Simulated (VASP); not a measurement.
Here is the system:

```
MoS2
1.0
    1.59148     0.91884     6.76559
   -1.59148     0.91884     6.76559
    0.00000    -1.83768     6.76559
Mo S
1 2
Direct
  0.00000   0.00000   0.00000
  0.74360   0.74360   0.74360
  0.58970   0.58970   0.58970
```

Method: PBE GGA, VASP's PBE PAW potentials (set 64) (plane waves; VASP). Run with 400 eV cut-off, 7×7×7 Γ-centred mesh, Gaussian smearing of 0.050 eV, potentials Mo_sv S.

Without a dispersion term in the relaxation, distances and binding between the weakly bound layers, chains or molecules are unreliable, and so is what depends on them.

### Question
What does the run give for the energy per atom (σ→0)?

### Answer

```
Property                       Result
---------------------  --------------
energy per atom (σ→0)  -7.283 eV/atom
```

Only differences to runs with the same potentials and settings are physical.

The structure was generated: MoS2 was put into the 3R-MoS2 type (R3m), which need not be its known phase. It was relaxed first, which changed the volume by +12 %.
